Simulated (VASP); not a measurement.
An input for Quantum ESPRESSO's pw.x (written as the equivalent of a VASP run, and not itself run):

```
&CONTROL
  calculation = 'vc-relax'
  pseudo_dir = './pseudo'
  outdir = './out'
  tprnfor = .true.
  tstress = .true.
  nstep = 40
  forc_conv_thr = 0.00078
/
&SYSTEM
  ibrav = 0
  nat = 2
  ntyp = 2
  ecutwfc = 92
  occupations = 'smearing'
  smearing = 'gaussian'
  degauss = 0.003675
  input_dft = 'pbesol'
/
&ELECTRONS
  conv_thr = 7.3e-08
  electron_maxstep = 100
/
&IONS
/
&CELL
  press = 50
/
ATOMIC_SPECIES
  Cu 63.546 Cu.upf
  I 126.904 I.upf
CELL_PARAMETERS angstrom
    -0.0000000    2.8927475    2.8927475
     2.8927475   -0.0000000    2.8927475
     2.8927475    2.8927475   -0.0000000
ATOMIC_POSITIONS crystal
  Cu   0.0000000  0.0000000  0.0000000
  I    0.2500000  0.2500000  0.2500000
K_POINTS automatic
  8 8 8 0 0 0
```

Problem. Write the VASP files for the same calculation (PBEsol).

Solution. This is not unique; one that fits is 
KPOINTS:
```
Automatic mesh
0
Gamma
8 8 8
0 0 0
```

### INCAR
```
# general
SYSTEM  = CuI
PREC    = Accurate
ENCUT   = 500   # plane-wave cut-off (eV)
LREAL   = .FALSE.
LASPH   = .TRUE.

# electronic loop
EDIFF   = 1E-6
NELM    = 100   # most electronic steps
ALGO    = Normal   # blocked Davidson
LMAXMIX = 4   # l cut-off of mixed one-centre charges

# smearing
ISMEAR  = 0   # Gaussian
SIGMA   = 0.05

# functional
GGA     = PS   # PBEsol

# ions
IBRION  = 2   # conjugate gradients
NSW     = 40   # most ionic steps
ISIF    = 3
EDIFFG  = -0.02
PSTRESS = 50

# output
LWAVE   = .FALSE.
LCHARG  = .FALSE.
```

POSCAR:
```
CuI
1.0
  0.0000000000   2.8927475160   2.8927475160
  2.8927475160   0.0000000000   2.8927475160
  2.8927475160   2.8927475160   0.0000000000
Cu I
1 1
Direct
  0.0000000000   0.0000000000   0.0000000000
  0.2500000000   0.2500000000   0.2500000000
```

POTCAR, in this order: Cu I (PBE.64 set). Program: vasp_std.

Limits of the translation: the potentials are each code's own (VASP's PAW set, PseudoDojo norm-conserving files in pw.x), so ENCUT and ecutwfc are chosen apart and not converted; conv_thr bounds pw.x's estimated SCF error, while EDIFF bounds the energy change between steps; forc_conv_thr acts on force components and is met together with etot_conv_thr.

The structure was generated: CuI was put into the zinc blende type (F-43m), which need not be its known phase. This run relaxes it under an external pressure of 5 GPa. Symmetry was kept, so distortions that lower it aren't found.
